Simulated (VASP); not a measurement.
Wanted: the native input for a VASP 6.6.1 run.

```
Task                   : band structure
Functional             : PBEsol
Potentials or basis    : VASP PAW PBE potentials, release 64 (Ce, Zn, Ni)
Cutoff                 : 520 eV
k mesh                 : 5 × 5 × 5
Occupations            : fermi-dirac, width 0.05 eV
Spin                   : collinear spin, ferromagnetic start
Starting moments       : [1.0, 0.0, 0.0, 1.0] μB
Further INCAR settings : ALGO = Normal; EDIFF = 1e-06
```

The system is CeZn2Ni.

```
Ce Zn Ni
1.0
     3.86439    0.00000    0.00000
     0.00000    3.86439    0.00000
     0.00000    0.00000    4.91927
Ce Zn Ni
1 2 1
Direct
  0.00000 0.00000 0.00000
  0.00000 0.50000 0.50000
  0.50000 0.00000 0.50000
  0.50000 0.50000 0.00000
```

The cell comes from a database or a generator and needn't be the stable form of this composition.

The input as run:

POSCAR

```
CeZn2Ni
1.0
    3.8643900000      0.0000000000      0.0000000000
    0.0000000000      3.8643900000      0.0000000000
    0.0000000000      0.0000000000      4.9192680000
Ce Zn Ni
1 2 1
Direct
    0.0000000000      0.0000000000      0.0000000000
    0.0000000000      0.5000000000      0.5000000000
    0.5000000000      0.0000000000      0.5000000000
    0.5000000000      0.5000000000      0.0000000000
```

INCAR.step1

```
  PREC = Accurate
  ENCUT = 520
  EDIFF = 1E-6
  ISMEAR = -1
  SIGMA = 0.05
  LREAL = F
  LASPH = T
  NELM = 100
  ALGO = Normal
  ISIF = 2
  LWAVE = F
  LCHARG = T
  ISPIN = 2
  MAGMOM = 1 0 0 1
  LORBIT = 11
  LMAXMIX = 6
  GGA = PS
```

KPOINTS.step1

```
Automatic mesh
0
Gamma
  5 5 5
```

INCAR.step2

```
  PREC = Accurate
  ENCUT = 520
  EDIFF = 1E-6
  ISMEAR = 0
  SIGMA = 0.05
  LREAL = F
  LASPH = T
  NELM = 100
  ALGO = Normal
  ISIF = 2
  LWAVE = F
  LCHARG = F
  ISPIN = 2
  MAGMOM = 1 0 0 1
  LORBIT = 11
  LMAXMIX = 6
  GGA = PS
  ICHARG = 11
```

KPOINTS.step2

```
path GXMGZRAZ,XR,MA
15
line-mode
reciprocal
 0.0000000000  0.0000000000  0.0000000000  G
 0.0000000000  0.5000000000  0.0000000000  X

 0.0000000000  0.5000000000  0.0000000000  X
 0.5000000000  0.5000000000  0.0000000000  M

 0.5000000000  0.5000000000  0.0000000000  M
 0.0000000000  0.0000000000  0.0000000000  G

 0.0000000000  0.0000000000  0.0000000000  G
 0.0000000000  0.0000000000  0.5000000000  Z

 0.0000000000  0.0000000000  0.5000000000  Z
 0.0000000000  0.5000000000  0.5000000000  R

 0.0000000000  0.5000000000  0.5000000000  R
 0.5000000000  0.5000000000  0.5000000000  A

 0.5000000000  0.5000000000  0.5000000000  A
 0.0000000000  0.0000000000  0.5000000000  Z

 0.0000000000  0.5000000000  0.0000000000  X
 0.0000000000  0.5000000000  0.5000000000  R

 0.5000000000  0.5000000000  0.0000000000  M
 0.5000000000  0.5000000000  0.5000000000  A
```

Potentials or basis: VASP PAW PBE potentials, release 64 (Ce, Zn, Ni).

Launch:

```console
$ cat potpaw_PBE.64/Ce/POTCAR potpaw_PBE.64/Zn/POTCAR potpaw_PBE.64/Ni/POTCAR > POTCAR
$ cp INCAR.step1 INCAR
$ cp KPOINTS.step1 KPOINTS
$ mpirun -np 1 vasp_std > vasp.out
$ cp INCAR.step2 INCAR
$ cp KPOINTS.step2 KPOINTS
$ mpirun -np 1 vasp_std > vasp.out
```

It gave:

```
Band gap along the path : none (metal or under the smearing width)
Net moment              : -0.03 μB per cell
```

Caveat: the log is that of the step along the path at fixed density, whose energy, stress, charges and moments have no meaning; the magnetic or orbital state may not be the lowest; spin-orbit coupling is left out, which moves the levels of the heavy elements; without U or exact exchange the open f shell lies at the Fermi level, which spoils levels, moments and volumes.

Run time: 12 min on 1 thread of Intel(R) Xeon(R) Platinum 8488C (Sapphire Rapids), with other jobs on the host, peak memory 0.58 GiB.
